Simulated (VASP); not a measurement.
# NbWS4 (P-6m2) in VASP: single point with r2SCAN

Aim: the single point of NbWS4 with r2SCAN.

Everything below comes from runs of VASP 6.6.1. Logs are shortened: lines on timing, memory, paths and dates and some standing lists are left out, and cuts for length are marked.

## 1. The crystal as given

The structure is hexagonal, space group P-6m2 (No. 187). Conventional cell: a = 3.264 Å, b = 3.264 Å, c = 13.762 Å, α = 90.00°, β = 90.00°, γ = 120.00°. Nb (site symmetry -6m2) has 6 S at 2.46 Å as nearest neighbours. W (site symmetry -6m2) is surrounded by 6 S at 2.44 Å. S (site symmetry 3m) has 3 Nb at 2.46 Å as nearest neighbours. S (site symmetry 3m) has 3 W at 2.44 Å as nearest neighbours.

The cell was built by a generator and needn't be a form met in nature.

## 2. Single point, r2SCAN

File INCAR:

```
SYSTEM = NbWS4
PREC = Accurate ; ENCUT = 520
EDIFF = 1E-6 ; ISMEAR = 0
SIGMA = 0.1 ; LREAL = .FALSE.
LASPH = .TRUE. ; NELM = 150
ALGO = Normal ; ISIF = 2
LWAVE = .FALSE. ; LCHARG = .FALSE.
METAGGA = R2SCAN ; LMIXTAU = .TRUE.
KPAR = 2
```

File KPOINTS:

```
Automatic mesh
0
G
  10 10 4
  0 0 0
```

File POSCAR:

```
NbWS4
1.0
    3.2639680000      0.0000000000      0.0000000000
   -1.6319840000      2.8266800000      0.0000000000
    0.0000000000      0.0000000000     13.7617400000
Nb W S
1 1 4
Direct
    0.0000000000      0.0000000000      0.0000000000
    0.0000000000      0.0000000000      0.5000000000
    0.3333330000      0.6666670000      0.8845340000
    0.3333330000      0.6666670000      0.1154660000
    0.6666670000      0.3333330000      0.6121500000
    0.6666670000      0.3333330000      0.3878500000
```

Potentials or basis: VASP PAW PBE potentials, release 64 (Nb_sv, W_sv, S).

Launch:

```bash
cat potpaw_PBE.64/Nb_sv/POTCAR potpaw_PBE.64/W_sv/POTCAR potpaw_PBE.64/S/POTCAR > POTCAR
mpirun -np 2 vasp_std > vasp.out
```

OUTCAR:

```text
SYSTEM = NbWS4
   PREC = Accurate
   ENCUT = 520
   EDIFF = 1E-6
   ISMEAR = 0
   LREAL = .FALSE.
   LASPH = .TRUE.
   NELM = 150
   ISIF = 2
   METAGGA = R2SCAN

 ion  position               nearest neighbor table
   1  0.000  0.000  0.000-   3 2.46   4 2.46   3 2.46   4 2.46   3 2.46   4 2.46
   2  0.000  0.000  0.500-   5 2.44   6 2.44   5 2.44   6 2.44   5 2.44   6 2.44
   3  0.333  0.667  0.885-   1 2.46   1 2.46   1 2.46
   4  0.333  0.667  0.115-   1 2.46   1 2.46   1 2.46
   5  0.667  0.333  0.612-   2 2.44   2 2.44   2 2.44
   6  0.667  0.333  0.388-   2 2.44   2 2.44   2 2.44

  LATTYP: Found a hexagonal cell.
 ALAT       =     3.2639680000
 C/A-ratio  =     4.2162606986

  Lattice vectors:

 A1 = (   3.2639680000,   0.0000000000,   0.0000000000)
 A2 = (  -1.6319840000,   2.8266800000,   0.0000000000)
 A3 = (   0.0000000000,   0.0000000000,  13.7617400000)

Analysis of symmetry for initial positions (statically):
=====================================================================
 Subroutine PRICEL returns:
 Original cell was already a primitive cell.

 Routine SETGRP: Setting up the symmetry group for a
 hexagonal supercell.

 Subroutine GETGRP returns: Found 12 space group operations
 (whereof 12 operations were pure point group operations)
 out of a pool of 24 trial point group operations.

The static configuration has the point symmetry D_3h.

Analysis of symmetry for dynamics (positions and initial velocities):
=====================================================================
 Subroutine PRICEL returns:
 Original cell was already a primitive cell.

 Routine SETGRP: Setting up the symmetry group for a
 hexagonal supercell.

 Subroutine GETGRP returns: Found 12 space group operations
 (whereof 12 operations were pure point group operations)
 out of a pool of 24 trial point group operations.

The dynamic configuration has the point symmetry D_3h.

 Subroutine INISYM returns: Found 12 space group operations
 (whereof 12 operations are pure point group operations),
 and found     1 'primitive' translations

----------------------------------------------------------------------------------------

                                     Primitive cell

  volume of cell :     126.9685

  direct lattice vectors                    reciprocal lattice vectors
     3.263968000  0.000000000  0.000000000     0.306375553  0.176885958  0.000000000
    -1.631984000  2.826680000  0.000000000     0.000000000  0.353771916  0.000000000
     0.000000000  0.000000000 13.761740000     0.000000000  0.000000000  0.072665230

  length of vectors
     3.263968000  3.263968688 13.761740000     0.353771991  0.353771916  0.072665230

  position of ions in fractional coordinates (direct lattice)
     0.000000000  0.000000000  0.000000000
     0.000000000  0.000000000  0.500000000
     0.333333000  0.666667000  0.884534000
     0.333333000  0.666667000  0.115466000
     0.666667000  0.333333000  0.612150000
     0.666667000  0.333333000  0.387850000

  ion indices of the primitive-cell ions
   primitive index   ion index
                 1           1
                 2           2
                 3           3
                 4           4
                 5           5
                 6           6

----------------------------------------------------------------------------------------

 KPOINTS: Automatic mesh

Automatic generation of k-mesh.
 Grid dimensions read from file:
 generate k-points for:   10   10    4

 Generating k-lattice:

  Cartesian coordinates                     Fractional coordinates (reciprocal lattice)
     0.030637555  0.017688596  0.000000000     0.100000000  0.000000000  0.000000000
     0.000000000  0.035377192  0.000000000     0.000000000  0.100000000  0.000000000
     0.000000000  0.000000000  0.018166307     0.000000000  0.000000000  0.250000000

  Length of vectors
     0.035377199  0.035377192  0.018166307

  Shift w.r.t. Gamma in fractional coordinates (k-lattice)
     0.000000000  0.000000000  0.000000000

 Subroutine IBZKPT returns following result:
 ===========================================

 Found     42 irreducible k-points:

 Following reciprocal coordinates:
            Coordinates               Weight
  0.000000  0.000000  0.000000      1.000000
  0.100000  0.000000  0.000000      6.000000
  0.200000  0.000000  0.000000      6.000000
  0.300000 -0.000000  0.000000      6.000000
  0.400000 -0.000000  0.000000      6.000000
  0.500000 -0.000000  0.000000      3.000000
[... 16 lines left out ...]
  0.300000  0.100000  0.250000     24.000000
  0.400000  0.100000  0.250000     24.000000
 [... further k-points ...]
   k-points           NKPTS =     42   k-points in BZ     NKDIM =     42   number of bands    NBANDS=     30
   number of dos      NEDOS =    301   number of ions     NIONS =      6
   total plane-waves  NPLWV =  62208
   dimension x,y,z NGX =    24 NGY =   24 NGZ =  108
   dimension x,y,z NGXF=    48 NGYF=   48 NGZF=  216
   ions per type =               1   1   4
   NGX,Y,Z   is equivalent  to a cutoff of  12.22, 12.22, 13.05 a.u.
   NGXF,Y,Z  is equivalent  to a cutoff of  24.45, 24.45, 26.09 a.u.
 SYSTEM =  NbWS4
   PREC   = accura    normal or accurate (medium, high low for compatibility)
   ISTART =      0    job   : 0-new  1-cont  2-samecut
   ICHARG =      2    charge: 1-file 2-atom 10-const
   ISPIN  =      1    spin polarized calculation?
   LNONCOLLINEAR =      F non collinear calculations
   LSORBIT =      F    spin-orbit coupling
   LASPH  =      T    aspherical Exc in radial PAW
   ENCUT  =  520.0 eV  38.22 Ry    6.18 a.u.   6.07  6.07 25.59*2*pi/ulx,y,z
   NELM   =    150;   NELMIN=  2; NELMDL= -5     # of ELM steps
   EDIFF  = 0.1E-05   stopping-criterion for ELM
   LREAL  =      F    real-space projection
   EDIFFG = 0.1E-04   stopping-criterion for IOM
   NSW    =      0    number of steps for IOM
   IBRION =     -1    ionic relax: 0-MD 1-quasi-New 2-CG
   NFREE  =      0    steps in history (QN), initial steepest desc. (CG)
   ISIF   =      2    stress and relaxation
   ISYM   =      2    0-nonsym 1-usesym 2-fastsym
   POTIM  = 0.5000    time-step for ionic-motion
   TEBEG  =    0.0;   TEEND  =   0.0 temperature during run
   PSTRESS=    0.0 pullay stress
   NELECT =      51.0000    total number of electrons
   NUPDOWN=      -1.0000    fix difference up-down
   EMIN   =  10.00;   EMAX   =-10.00  energy-range for DOS
   EFERMI =   0.00;   METHOD = LEGACY
   ISMEAR =     0;   SIGMA  =   0.10  broadening in eV -4-tet -1-fermi 0-gaus
   EFERMI_NEDOS =   21; number of points for ismear=-14 and -15
   IALGO  =     38    algorithm
   IMIX   =      4    mixing-type and parameters
     AMIX     =   0.40;   BMIX     =  1.00
     AMIX_MAG =   1.60;   BMIX_MAG =  1.00
  volume/ion in A,a.u.               =      21.16       142.80
  Fermi-wavevector in a.u.,A,eV,Ry     =   1.207905  2.282610 19.851383  1.459035
  Thomas-Fermi vector in A             =   2.343529
   LORBIT       =      0    0 simple, 1 ext, 2 COOP (PROOUT), +10 PAW based schemes
   METAGGA = R2SCAN    functional components
   LHFCALC =     F    Hartree Fock is set to
   AEXX    =    0.0000 exact exchange contribution
   IVDW    =     0    specifies the selected vdW correction
   LEPSILON=     F    determine dielectric tensor
   LRPA    =     F    only Hartree local field effects (RPA)
 non-spin polarized calculation
 Gauss-broadening in eV      SIGMA  =   0.10
  energy-cutoff  :      520.00
  volume of cell :      126.97
 maximum number of plane-waves:      3454
   NGX = 13   NGY = 13   NGZ = 51

 number of electron      50.9999998 magnetization

 Free energy of the ion-electron system (eV)
  ---------------------------------------------------
  ext. energy  EPLUGINS =         0.00000000
  ---------------------------------------------------
  free energy    TOTEN  =      -114.40181379 eV

  energy without entropy =     -114.38537577  energy(sigma->0) =     -114.39359478

 E-fermi :   5.0211     XC(G=0): -10.4019

 val. band max:        5.0201627849   @ k =   0.4000   0.1000   0.5000
 cond. band min:       5.0332206193   @ k =   0.0000   0.0000   0.2500
 fundamental gap:      0.0130578344
 Fermi energy:         5.0211481567

 k-point     1 :       0.0000    0.0000    0.0000
  band No.  band energies     occupation
      1     -71.3506      2.00000
      2     -51.7344      2.00000
      3     -34.8785      2.00000
      4     -34.7971      2.00000
      5     -34.7971      2.00000
      6     -27.1415      2.00000
[... 22 lines left out ...]
     29       7.8471      0.00000
     30       7.8472      0.00000

 k-point     2 :       0.1000    0.0000    0.0000
  band No.  band energies     occupation
      1     -71.3494      2.00000
      2     -51.7297      2.00000
      3     -34.8738      2.00000
      4     -34.8235      2.00000
      5     -34.8033      2.00000
      6     -27.1311      2.00000
[... 22 lines left out ...]
     29       7.7074      0.00000
     30       7.9189      0.00000

 k-point     3 :       0.2000    0.0000    0.0000
  band No.  band energies     occupation
      1     -71.3461      2.00000
      2     -51.7171      2.00000
      3     -34.8920      2.00000
      4     -34.8612      2.00000
      5     -34.8194      2.00000
      6     -27.1038      2.00000
[... 22 lines left out ...]
     29       7.7382      0.00000
     30       8.0576      0.00000

 k-point     4 :       0.3000   -0.0000    0.0000
  band No.  band energies     occupation
      1     -71.3420      2.00000
      2     -51.7015      2.00000
      3     -34.9756      2.00000
      4     -34.8457      2.00000
      5     -34.8392      2.00000
      6     -27.2243      2.00000
[... 616 lines left out ...]
     29       7.7265      0.00000
     30       7.9257      0.00000

 k-point    23 :       0.3000    0.1000    0.2500
  band No.  band energies     occupation
      1     -71.3398      2.00000
      2     -51.6928      2.00000
      3     -35.0107      2.00000
      4     -34.8616      2.00000
      5     -34.8370      2.00000
      6     -27.2865      2.00000
[... 22 lines left out ...]
     29       8.0064      0.00000
     30       8.4108      0.00000

 k-point    24 :       0.4000    0.1000    0.2500
  band No.  band energies     occupation
      1     -71.3375      2.00000
      2     -51.6841      2.00000
      3     -35.0537      2.00000
      4     -34.8757      2.00000
      5     -34.8283      2.00000
      6     -27.3622      2.00000
[... 22 lines left out ...]
     29       8.3224      0.00000
     30       8.8736      0.00000

 [... further k-points ...]

------------------------ aborting loop because EDIFF is reached ----------------------------------------

  FORCE on cell =-STRESS in cart. coord.  units (eV):
  Direction    XX          YY          ZZ          XY          YZ          ZX
  --------------------------------------------------------------------------------------
  -------------------------------------------------------------------------------------
  Total       -0.4925948     -0.4925951     -1.6876669      0.0000000     -0.0000000      0.0000000
  in kB       -6.2159073     -6.2159108    -21.2961664      0.0000000     -0.0000000      0.0000000
  external PRESSURE =     -11.2426615 kB  Pullay stress =       0.0000000 kB

 VOLUME and BASIS-vectors are now :
 -----------------------------------------------------------------------------
  energy-cutoff  :      520.00
  volume of cell :      126.97
      direct lattice vectors                 reciprocal lattice vectors
     3.263968000  0.000000000  0.000000000     0.306375553  0.176885958  0.000000000
    -1.631984000  2.826680000  0.000000000     0.000000000  0.353771916  0.000000000
     0.000000000  0.000000000 13.761740000     0.000000000  0.000000000  0.072665230

 POSITION                                       TOTAL-FORCE (eV/Angst)
 -----------------------------------------------------------------------------------
      0.00000      0.00000      0.00000        -0.000000      0.000000     -0.000000
      0.00000      0.00000      6.88087         0.000000     -0.000000     -0.000000
     -0.00000      1.88445     12.17273        -0.000000      0.000000      0.152901
     -0.00000      1.88445      1.58901        -0.000000     -0.000000     -0.152901
      1.63199      0.94223      8.42425        -0.000000     -0.000000     -0.203438
      1.63199      0.94223      5.33749        -0.000000     -0.000000      0.203438
 -----------------------------------------------------------------------------------
    total drift:                                0.000041     -0.000030      0.000000

  FREE ENERGIE OF THE ION-ELECTRON SYSTEM (eV)
  ---------------------------------------------------
  free  energy   TOTEN  =      -114.4018137916 eV

  energy  without entropy=     -114.3853757738  energy(sigma->0) =     -114.39359478
```

Wall time 11 min (2 MPI ranks of AMD EPYC 7R13 (Zen 3), shared host); peak memory 0.33 GiB.

What came out:

```yaml
Free_energy: -114.4018 eV
Pressure: -1.1 GPa
Largest_force: 0.203 eV/Å
Band_gap_on_the_k_mesh: none (metal or under the smearing width)
```

Forces in eV/Å, atoms in the order of the input:
```
Nb   0.000  0.000  0.000
W    0.000  0.000  0.000
S    0.000  0.000  0.153
S    0.000  0.000 -0.153
S    0.000  0.000 -0.203
S    0.000  0.000  0.203
```

Caveat: the PAW data sets were made with another functional, which shifts forces and pressure a little.
